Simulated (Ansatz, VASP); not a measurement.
**Cross-check of Na58Cl27F31 between VASP and Ansatz**

Wanted: the spread between two codes on one cell, functional and k mesh. Of the first pair: The structure shown is frame 18 of Ansatz's trajectory.

Method: plane waves, with VASP 6.6.1 beside it; single point at PBE, in Ansatz 0.2.0.

## (1) Set-up

The cell holds 116 atoms: 58 Na, 27 Cl and 31 F. Cell: a = 13.922 Å, b = 13.922 Å, c = 13.922 Å, α = 90.0°, β = 90.0°, γ = 90.0°.

## (2) Ansatz: dynamics, PBE

Ansatz runs on its default PAW (the set named soft_2) files.

One frame of this run of dynamics is then solved in both programs, so the motion causes no difference.

Contents of input.yaml:

```yaml
crystal:
  lattice:
    - [13.922, 0.0, 0.0]
    - [0.0, 13.922, 0.0]
    - [0.0, 0.0, 13.922]
  atoms:
    - { symbol: Na, position: [0.44884, 0.82588, 0.43752] }
    - { symbol: Na, position: [0.50871, 0.34535, 0.58957] }
    - { symbol: Na, position: [0.93829, 0.90919, 0.53545] }
    - { symbol: Na, position: [0.08415, 0.56338, 0.79149] }
    - { symbol: Na, position: [0.21639, 0.0358, 0.86884] }
    - { symbol: Na, position: [0.94458, 0.66531, 0.50963] }
    - { symbol: Na, position: [0.92173, 0.60207, 0.70526] }
    - { symbol: Na, position: [0.68524, 0.91659, 0.4374] }
    - { symbol: Na, position: [0.5092, 0.69028, 0.88489] }
    - { symbol: Na, position: [0.74233, 0.36955, 0.49043] }
    - { symbol: Na, position: [0.37776, 0.06526, 0.41005] }
    - { symbol: Na, position: [0.81635, 0.76224, 0.95209] }
    - { symbol: Na, position: [0.25355, 0.79188, 0.79154] }
    - { symbol: Na, position: [0.22093, 0.53571, 0.15297] }
    - { symbol: Na, position: [0.04259, 0.22049, 0.13796] }
    - { symbol: Na, position: [0.62717, 0.4827, 0.76899] }
    - { symbol: Na, position: [0.98959, 0.1822, 0.52356] }
    - { symbol: Na, position: [0.50741, 0.40907, 0.02642] }
    - { symbol: Na, position: [0.96949, 0.97319, 0.98641] }
    - { symbol: Na, position: [0.75391, 0.21965, 0.02194] }
    - { symbol: Na, position: [0.69747, 0.97595, 0.87944] }
    - { symbol: Na, position: [0.97137, 0.37419, 0.36474] }
    - { symbol: Na, position: [0.41366, 0.1803, 0.04474] }
    - { symbol: Na, position: [0.34758, 0.48321, 0.8473] }
    - { symbol: Na, position: [0.18598, 0.29842, 0.36384] }
    - { symbol: Na, position: [0.35537, 0.61012, 0.64572] }
    - { symbol: Na, position: [0.89703, 0.07175, 0.75558] }
    - { symbol: Na, position: [0.48378, 0.90207, 0.66254] }
    - { symbol: Na, position: [0.9622, 0.37054, 0.60886] }
    - { symbol: Na, position: [0.7352, 0.79242, 0.68394] }
[... 80 atom lines left out ...]
    - { symbol: F, position: [0.48633, 0.12824, 0.8983] }
    - { symbol: F, position: [0.77763, 0.9945, 0.3251] }
    - { symbol: F, position: [0.26504, 0.15195, 0.9773] }
    - { symbol: F, position: [0.10226, 0.71426, 0.71608] }
    - { symbol: F, position: [0.05858, 0.21373, 0.31893] }
    - { symbol: F, position: [0.89399, 0.68179, 0.09872] }
kpoints:
  mp_grid: { grid: [1, 1, 1] }
hamiltonian:
  xc: pbe
scf:
  occupations: { method: fixed }
output:
  forces: true
md:
  timestep: 1.0
  n_steps: 53
  ensemble: nvt_langevin
  temperature: 600
  initial_velocities: maxwell_boltzmann
  seed: 4754
```

On the command line:

```
> ansatz run input.yaml --threads 4 --pin off --max-ram 8192MiB --backend cpu --events-out ev --progress --plain --runs-dir out
```

Numbers of over 12 decimals in the logs are rounded to 6 here.

Log:

```text
Warning: md: disabling space-group detection — thermal motion breaks the input geometry's symmetry, so no spatial operation reduces the k-mesh or symmetrises the density; time reversal is kept, so that k and −k are solved as one point where they differ and the mesh holds both, and exact exchange and, on two spinor components, a DFT+U term hold to it where the run has them: on two components no moment then forms, and  [...]
Engine: ansatz 0.2.0, aarch64-unknown-linux-gnu
Pseudopotentials: kind: paw
Pseudopotential: Na, paw, valence charge 9, recommended cutoff 420 eV (normal), Na.paw.azcp
Pseudopotential: Cl, paw, valence charge 7, recommended cutoff 420 eV (normal), Cl.paw.azcp
Pseudopotential: F, paw, valence charge 7, recommended cutoff 420 eV (normal), F.paw.azcp
Functional definition: PBE
  parameter kappa = 0.804
  parameter beta = 0.066725
  exchange = pbe_x(kappa = kappa, mu = beta*pi^2/3)
  correlation = pbe_c(beta = beta)
Crystal: 116 atoms, lattice volume = 2698.391 Å³
Basis set: ecut = 420 eV, 52635 PW (Γ), exchange–correlation on 192×192×192 points (8 copies of the dense FFT grid, shifted against one another)
Bands: 580, of which v1, the nominal top of the filled ones, is band 464 counted from 1 (463 counted from 0)
Symmetry: 1 space group operations
k-points: 1
Non-local potential: Na, projectors of the file, l = 0: 3, l = 1: 2, l = 2: 1
Non-local potential: Cl, projectors of the file, l = 0: 2, l = 1: 2, l = 2: 2
Non-local potential: F, projectors of the file, l = 0: 2, l = 1: 2, l = 2: 1
PAW form: soft (Blöchl's): semilocal exchange-correlation on the pseudo side does not see the compensation charge
PAW one-centre angular grid: Na, 110 points (default); XC on 64 Gauss nodes
PAW one-centre angular grid: Cl, 110 points (default); XC on 64 Gauss nodes
PAW one-centre angular grid: F, 110 points (default); XC on 64 Gauss nodes
Initial density: superposition of atomic densities (neutral atoms: chi_scale 0, normalization atom), corrected by the library's trained network
Initial wavefunctions: pseudopotential atomic-orbital guess
Functional: x = pbe(κ = 0.804, μ = 0.219515), c = pbe(β = 0.066725)
SCF iter   1: F=—  HF=-140574.005091 eV  |F-HF|=—  |Δ(HF+E_count)|=         —  Δρ=1.01e-3  dr2=6.17e-2  ethr=1.77e-3  ⟨swp⟩=5.0  Hψ=1700  notcnv=0  defer=112
preconditioner: auto → Resta (q_TF=auto, 2.284 Å⁻¹)  ε∞=2.0  [insulator: Δε(μ)=3.470 eV  Ē_g=19.891 eV  n_scr=514 (ndim 8)  ℏωp=20.4 eV  f_vac=0.251  ε∞_Penn≈2.0]
SCF iter   2: F=—  HF=-140573.960336 eV  |F-HF|=—  |Δ(HF+E_count)|=   4.48e-2  Δρ=5.36e-4  dr2=1.30e-2  ethr=6.65e-6  ⟨swp⟩=2.0  Hψ=1085  notcnv=0  defer=114
SCF iter   3: F=—  HF=-140573.959541 eV  |F-HF|=—  |Δ(HF+E_count)|=   7.96e-4  Δρ=2.74e-4  dr2=3.74e-3  ethr=1.40e-6  ⟨swp⟩=3.0  Hψ=706  notcnv=0  defer=114
SCF iter   4: F=—  HF=-140573.959516 eV  |F-HF|=—  |Δ(HF+E_count)|=   2.47e-5  Δρ=1.50e-4  dr2=5.45e-4  ethr=4.03e-7  ⟨swp⟩=2.0  Hψ=704  notcnv=0  defer=114
SCF iter   5: F=—  HF=-140573.959402 eV  |F-HF|=—  |Δ(HF+E_count)|=   1.14e-4  Δρ=4.91e-5  dr2=5.92e-5  ethr=5.88e-8  ⟨swp⟩=2.0  Hψ=867  notcnv=0  defer=114
SCF iter   6: F=—  HF=-140573.962323 eV  |F-HF|=—  |Δ(HF+E_count)|=   2.92e-3  Δρ=1.83e-5  dr2=8.59e-6  ethr=6.38e-9  ⟨swp⟩=2.0  Hψ=1042  notcnv=0  defer=109
SCF iter   7: F=—  HF=-140573.962329 eV  |F-HF|=—  |Δ(HF+E_count)|=   5.91e-6  Δρ=1.35e-5  dr2=3.35e-6  ethr=9.26e-10  ⟨swp⟩=2.0  Hψ=830  notcnv=0  defer=109
SCF iter   8: F=—  HF=-140573.962329 eV  |F-HF|=—  |Δ(HF+E_count)|=   7.22e-8  Δρ=2.31e-6  dr2=1.16e-7  ethr=3.61e-10  ⟨swp⟩=2.0  Hψ=830  notcnv=0  defer=109
SCF iter   9: F=-140573.962329 eV  HF=-140573.962329 eV  |F-HF|=2.73e-8  |Δ(HF+E_count)|=   2.07e-7  Δρ=1.68e-6  dr2=5.01e-8  ethr=1.08e-11  ⟨swp⟩=4.0  Hψ=1513  notcnv=0
SCF 1 converged in 9 iterations: F = -140573.962329 eV  dr2 = 5.01e-8
  greatest PAW one-centre occupation: 0.999 electrons in one spin orbital (limit 2), on the Na atom at site 16 (counted from 0), in its partial waves of l = 0
md step     0: t =     0.00 fs  T =   594.8 K  F+E_penalty+E_count = -140573.96232893 eV  E_kin = 8.918940 eV  (9 SCF iters)
[...]
md step    52: t =    52.00 fs  T =   670.7 K  F+E_penalty+E_count = -140574.28432112 eV  E_kin = 10.056376 eV  (5 SCF iters)
[...]
md step    53: t =    53.00 fs  T =   680.7 K  F+E_penalty+E_count = -140574.27574063 eV  E_kin = 10.206170 eV  (8 SCF iters)
SCF converged after 8 iterations
Free energy (F): -140574.275741 eV
Harris-Foulkes:  -140574.275741 eV  (|F-HF|=6.93e-9)
Internal energy: -140574.275741 eV  (E = F + TS)
E sigma→0 (E₀):  -140574.275741 eV
Fermi energy:    0.439580 eV
--- Per-component energies (eV) ---
  E_band       = -15670.309022
  E_kinetic    = 17764.651054
  E_local      = -119490.098117  (includes V_loc(G=0)·N_el)
  E_nonlocal   = 9712.409187
  E_hartree    = 45011.883161
  E_xc         = -7664.981251
  E_vxc        = -9416.262152  (∫ρ·V_xc dr)
  E_paw        = -39273.442690  (= ΣΔE_a)
  E_vpaw       = -4264.839085  (= ΣTr[D̂ρ^β])
  E_aug_tail   = 0.064385  (compensation charges beyond the density's cutoff)
  E_ewald      = -46634.761469
  E_smearing   = -0.000000  (= −TS)
  E_closure    = -0.000000  (closes the sum)
  Σ components = -140574.275741   (vs F -140574.275741, Δ=0.00e0)
--- Forces (eV/Å), atoms counted from 1 ---
  atom   1  Na     0.69279277     0.04753480    -0.37737202
  atom   2  Na    -0.08597510    -0.11778876    -0.04416627
  atom   3  Na    -0.12718592    -0.48857310    -0.35060684
  atom   4  Na    -0.23367217    -0.52597858     0.09427692
  atom   5  Na    -0.26897493     0.15290760     0.34334627
  atom   6  Na     0.00547409     0.44283918     0.10223000
  atom   7  Na    -0.32016033    -0.16074255    -0.53623048
  atom   8  Na     0.37356428     0.10068057    -0.37806269
  atom   9  Na     0.69816705     0.39332380     0.29693502
  atom  10  Na    -0.27782403    -0.00204969     0.03014513
  atom  11  Na     0.18394480     0.34970675    -0.42189990
  atom  12  Na    -0.03311470     0.36741071     0.08261725
  atom  13  Na     0.16897124     0.18774182     0.11802779
  atom  14  Na     0.08337316    -0.01457437     0.06494708
  atom  15  Na     0.09953602     0.18431151     0.08093531
  atom  16  Na     0.12154698     0.35726220     0.06605735
  atom  17  Na    -0.40740052     0.49585507     0.48030978
  atom  18  Na     0.30841345    -0.07580277    -0.01249776
  atom  19  Na    -0.21535082     0.01836123    -0.54896888
  atom  20  Na    -0.38826536     0.05725524    -0.08464703
  atom  21  Na    -0.08966771    -0.00775219    -0.12351269
  atom  22  Na    -0.33496013     0.15814815    -0.28786389
  atom  23  Na     0.19769773    -0.14458853     0.01588195
  atom  24  Na     0.11748952    -1.19549723     0.48531210
[...]
atom 109  F     -0.00430135    -0.04699360     0.10097323
  atom 110  F     -0.44811349     0.28631093    -0.19085795
  atom 111  F     -0.27674888     0.32789042    -0.37016659
  atom 112  F     -0.19999673     0.03512181     0.02545682
  atom 113  F      0.36177821     0.06914941    -0.49772690
  atom 114  F      0.27120648     0.18651330    -0.04259285
  atom 115  F      0.33396917    -0.41385941     0.15273709
  atom 116  F      0.26984008    -0.04389600    -0.27134774
  max |Σ_I F_I| component: 4.45e-5 eV/Å
--- MD trajectory: 53 steps, t = 0.0 → 53.0 fs ---
  final state: T = 680.7 K   F+E_penalty+E_count = -140574.27574063 eV   E_kin = 10.206170 eV
```

Reading the cycles: dr2 is the Hartree energy of the density residual (eV), the measure of convergence; HF is the Harris–Foulkes estimate of the energy, which meets the free energy F at convergence.

## (3) VASP: single point, PBE, pair 1

The same cell, functional and mesh now go to VASP, with its own data sets.

Lines of VASP's logs that name or quote its potential files are left out, and so is its time.

Contents of INCAR:

```
SYSTEM = Na58Cl27F31
PREC = Accurate
ENCUT = 520
EDIFF = 1E-06
NELM = 120
ISMEAR = 0
SIGMA = 0.01
LREAL = Auto
ALGO = Normal
GGA = PE
NBANDS = 496
LORBIT = 11
LWAVE = .FALSE.
LCHARG = .FALSE.
ISIF = 2
LASPH = .TRUE.
GGA_COMPAT = .FALSE.
EFERMI = MIDGAP
NCORE = 4
```

Contents of POSCAR:

```
Na58Cl27F31
1.0
   13.9220000000      0.0000000000      0.0000000000
    0.0000000000     13.9220000000      0.0000000000
    0.0000000000      0.0000000000     13.9220000000
Na Cl F
58 27 31
Direct
    0.4383924723      0.8326820859      0.4342551358
    0.5143873007      0.3512067232      0.5919910932
    0.9382272662      0.9074055452      0.5404180434
    0.0884643011      0.5758152564      0.7947780491
    0.2129938227      0.0300316047      0.8636259158
    0.9433271082      0.6579801753      0.5041086051
    0.9161902026      0.6014653067      0.7110185318
    0.6761313030      0.9092084471      0.4473351530
    0.5039793133      0.6958123833      0.8809079155
    0.7418833501      0.3652779773      0.4837092372
    0.3745582531      0.0611262750      0.4243499497
    0.8174903031      0.7558755926      0.9491452378
    0.2530527223      0.7923574199      0.7927812096
    0.2097256141      0.5308504525      0.1467820715
    0.0419264473      0.2228702773      0.1326605373
    0.6290906479      0.4816764833      0.7621103290
    0.9920054590      0.1748814825      0.5241560121
    0.5101422209      0.4153282574      0.0252621750
    0.9630872001      0.9737896854      0.9973854331
    0.7649403821      0.2105947421      0.0189915242
    0.7063065651      0.9806493320      0.8772302830
    0.9770291625      0.3688191352      0.3680290188
    0.4114997845      0.1812024134      0.0420054590
    0.3451946559      0.4948714265      0.8419910932
    0.1843556960      0.2952018388      0.3613345784
    0.3497845137      0.6088852176      0.6348800460
    0.8976942968      0.0734880046      0.7529090648
    0.4753340037      0.9019824738      0.6675046689
    0.9683953455      0.3592730929      0.6108676914
    0.7300316047      0.7951156443      0.6793995116
[... 80 atom lines left out ...]
    0.4841617584      0.1271728200      0.9118014653
    0.7882631806      0.9980175262      0.3233227984
    0.2694655940      0.1464372935      0.9887731648
    0.1032107456      0.7208016090      0.7129435426
    0.0450222669      0.2136402816      0.3185318201
    0.8855121391      0.6860939520      0.0997773308
```

Contents of KPOINTS:

```
Automatic mesh
0
Gamma
1 1 1
0 0 0
```

PAW data sets: Na_pv, Cl and F (PBE family, release 64).

On the command line:

```
> mpirun -np 16 vasp_gam
```

Log:

```text
[banner, memory and clock lines left out]
running   16 mpi-ranks, on    1 nodes
[...]
LDA part: xc-table for (Slater+PW92), standard interpolation
 POSCAR, INCAR and KPOINTS ok, starting setup
[...]
entering main loop
       N       E                     dE             d eps       ncg     rms          rms(c)
DAV:   1     0.127663593618E+05    0.12766E+05   -0.41883E+05  1000   0.190E+03
DAV:   2     0.214801503798E+04   -0.10618E+05   -0.10286E+05  1016   0.545E+02
DAV:   3    -0.186478781568E+03   -0.23345E+04   -0.22358E+04  1104   0.247E+02
DAV:   4    -0.464545945575E+03   -0.27807E+03   -0.27411E+03  1160   0.746E+01
[...]
DAV:  21    -0.424316164060E+03   -0.47981E-06   -0.14269E-05  1112   0.823E-03    0.119E-02
DAV:  22    -0.424316162638E+03    0.14224E-05   -0.36584E-06   848   0.431E-03    0.539E-03
DAV:  23    -0.424316161783E+03    0.85551E-06   -0.45849E-06   848   0.549E-03
   1 F= -.42431616E+03 E0= -.42431616E+03  d E =0.000000E+00
```

Parts of OUTCAR (step 3):

```text
  FREE ENERGIE OF THE ION-ELECTRON SYSTEM (eV)
  ---------------------------------------------------
  free  energy   TOTEN  =      -424.3161617826 eV

  energy  without entropy=     -424.3161617826  energy(sigma->0) =     -424.31616178

[... 1 further part left out ...]
```

The run ends at a pressure of -2.09 GPa, with forces up to 1.5 eV/Å.

## (4) Differences

Known differences besides the potentials themselves: fixed occupations in Ansatz, narrow Gaussian smearing in VASP; the data sets hold 928 valence electrons in Ansatz (on its default PAW (the set named soft_2) files) and 812 in VASP; the cutoff is 420 eV in Ansatz and 520 eV in VASP (PREC = Accurate, projectors in real space). Total energies have different zeros and are not compared.

Forces on 7 of the 116 atoms, those with the largest forces and the largest differences (eV/Å; atoms numbered as in POSCAR):

| atom | Ansatz x, y, z | VASP x, y, z |
| --- | --- | --- |
| Na14 | 0.634, -0.096, 1.005 | 0.638, -0.096, 1.014 |
| Na29 | -0.144, 1.423, -0.132 | -0.165, 1.452, -0.118 |
| Na39 | -0.781, 0.684, -0.263 | -0.779, 0.676, -0.264 |
| Na51 | -0.007, 0.945, -0.076 | 0.009, 0.970, -0.063 |
| Na54 | 1.024, 0.282, -0.305 | 1.066, 0.284, -0.326 |
| F103 | -0.046, -0.093, 0.871 | -0.057, -0.107, 0.887 |
| F104 | -0.587, -0.512, 0.502 | -0.620, -0.528, 0.527 |

The forces differ by 7.2 meV/Å r.m.s., which is 2.2 % of the r.m.s. force of 0.326 eV/Å (both taken over all components).

## (5) Ansatz: dynamics, PBE

One frame of this run of dynamics is then solved in both programs, so the motion causes no difference.

The structure compared here is frame 36 of Ansatz's trajectory.

input.yaml is that of step 2.

On the command line:

```
> ansatz run input.yaml --threads 4 --pin off --max-ram 8192MiB --backend cpu --events-out ev --progress --plain --runs-dir out
```

Log:

```text
[...]
Crystal: 116 atoms, lattice volume = 2698.391 Å³
Basis set: ecut = 420 eV, 52635 PW (Γ), exchange–correlation on 192×192×192 points (8 copies of the dense FFT grid, shifted against one another)
Bands: 580, of which v1, the nominal top of the filled ones, is band 464 counted from 1 (463 counted from 0)
Symmetry: 1 space group operations
k-points: 1
[...]
atom   6  Na     0.00547409     0.44283918     0.10223000
  atom   7  Na    -0.32016033    -0.16074255    -0.53623048
  atom   8  Na     0.37356428     0.10068057    -0.37806269
[...]
atom 113  F      0.36177821     0.06914941    -0.49772690
  atom 114  F      0.27120648     0.18651330    -0.04259285
  atom 115  F      0.33396917    -0.41385941     0.15273709
  atom 116  F      0.26984008    -0.04389600    -0.27134774
  max |Σ_I F_I| component: 4.45e-5 eV/Å
--- MD trajectory: 53 steps, t = 0.0 → 53.0 fs ---
[...]
[key lines of the parts left out:]
SCF converged after 8 iterations
Free energy (F): -140574.275741 eV
Fermi energy:    0.439580 eV
```

## (6) VASP: single point, PBE, pair 2

The same cell, functional and mesh now go to VASP, with its own data sets.

INCAR is that of step 3.

Contents of POSCAR:

```
Na58Cl27F31
1.0
   13.9220000000      0.0000000000      0.0000000000
    0.0000000000     13.9220000000      0.0000000000
    0.0000000000      0.0000000000     13.9220000000
Na Cl F
58 27 31
Direct
    0.4240554518      0.8385720442      0.4380405114
    0.5172819997      0.3554446200      0.5925082603
    0.9398218647      0.9049346358      0.5430613418
    0.0942249677      0.5883709237      0.7996839535
    0.2112124695      0.0285662979      0.8603146100
    0.9484413159      0.6506177273      0.4924795288
    0.9162548484      0.6063999425      0.7142077288
    0.6715198966      0.9052363166      0.4530814538
    0.4899583393      0.7025283724      0.8792845855
    0.7418833501      0.3618804769      0.4700689556
    0.3703706364      0.0544964804      0.4360724034
    0.8203634535      0.7526863956      0.9466096825
    0.2508332136      0.7903031174      0.7929895130
    0.2079083465      0.5219867835      0.1488507398
    0.0423789685      0.2255135756      0.1300890677
    0.6266628358      0.4800675190      0.7583824163
    0.9967748887      0.1612268352      0.5156514869
    0.5186180147      0.4186970263      0.0252262606
    0.9602571470      0.9726691567      0.0082531246
    0.7752047120      0.2032179285      0.0138126706
    0.7112412010      0.9806708806      0.8788751616
    0.9855839678      0.3641071685      0.3701982474
    0.4103146100      0.1842623186      0.0431475363
    0.3453670450      0.5034836949      0.8298951300
    0.1805990519      0.2926303692      0.3591940813
    0.3454963367      0.6054661687      0.6272015515
    0.8986352536      0.0787386870      0.7552937796
    0.4660680937      0.9042738112      0.6732366039
    0.9742278408      0.3597327970      0.6088062060
    0.7237322224      0.7957692860      0.6812742422
[... 80 atom lines left out ...]
    0.4884499354      0.1266987502      0.9159172533
    0.7891897716      0.9993679069      0.3218431260
    0.2642580089      0.1371282862      0.9991165062
    0.1109969832      0.7244648757      0.7183163339
    0.0382129004      0.2140497055      0.3167720155
    0.8845568165      0.6856270651      0.0937221664
```

KPOINTS is that of step 3.

On the command line:

```
> mpirun -np 16 vasp_gam
```

Log:

```text
[... set-up lines as in an earlier step ...]
 entering main loop
       N       E                     dE             d eps       ncg     rms          rms(c)
DAV:   1     0.127270023472E+05    0.12727E+05   -0.41940E+05   992   0.190E+03
DAV:   2     0.211913604122E+04   -0.10608E+05   -0.10249E+05  1032   0.544E+02
DAV:   3    -0.188196806097E+03   -0.23073E+04   -0.22157E+04  1112   0.248E+02
DAV:   4    -0.464738785700E+03   -0.27654E+03   -0.27261E+03  1144   0.746E+01
[...]
DAV:  19    -0.424287695534E+03    0.34907E-04   -0.12966E-04  1152   0.327E-02    0.240E-02
DAV:  20    -0.424287696803E+03   -0.12692E-05   -0.39816E-05  1232   0.163E-02    0.103E-02
DAV:  21    -0.424287697232E+03   -0.42867E-06   -0.60849E-06  1136   0.585E-03
   1 F= -.42428770E+03 E0= -.42428770E+03  d E =0.000000E+00
```

OUTCAR, selected parts (step 6):

```text
  FREE ENERGIE OF THE ION-ELECTRON SYSTEM (eV)
  ---------------------------------------------------
  free  energy   TOTEN  =      -424.2876972320 eV

  energy  without entropy=     -424.2876972320  energy(sigma->0) =     -424.28769723

[... 1 part as in an earlier step ...]
```

The run ends at a pressure of -1.84 GPa, with forces up to 1.4 eV/Å.

## (7) Differences

What differs besides the data sets and the points named for the pairs above, as far as they apply: the data sets hold 928 valence electrons in Ansatz (on its default PAW (the set named soft_2) files) and 812 in VASP. Total energies have different zeros and are not compared.

Forces on 8 of the 116 atoms, those with the largest forces and the largest differences (eV/Å; atoms numbered as in POSCAR):

| atom | Ansatz x, y, z | VASP x, y, z |
| --- | --- | --- |
| Na26 | 1.003, -0.231, 0.858 | 1.036, -0.234, 0.898 |
| Na29 | -0.392, 1.229, -0.096 | -0.413, 1.250, -0.083 |
| Na34 | 0.899, 0.172, 0.550 | 0.916, 0.179, 0.564 |
| Na42 | -0.681, 0.040, -0.707 | -0.709, 0.055, -0.758 |
| F86 | 0.907, -0.360, 0.819 | 0.935, -0.369, 0.867 |
| F89 | -0.985, 0.543, -0.693 | -1.018, 0.551, -0.713 |
| F105 | 0.065, -1.158, -0.296 | 0.075, -1.200, -0.310 |
| F108 | -0.170, 0.511, -0.594 | -0.195, 0.529, -0.637 |

The forces differ by 10 meV/Å r.m.s., which is 3.0 % of the r.m.s. force of 0.346 eV/Å (both taken over all components).

(Part 1 of 2 ends here.)

[Lines on the potential files, build, host, timing and source positions are cut from VASP's logs without a mark.]

[Logs are printed without paths, hosts, clocks, repeated set-up lines and the standing remarks that a program may print on its own settings, such as how far it seeks lower states.]

[Hosts, paths, dates, database ids (printed as entryN), source tags and the programs' standing remarks are cut or masked in the printed files.]
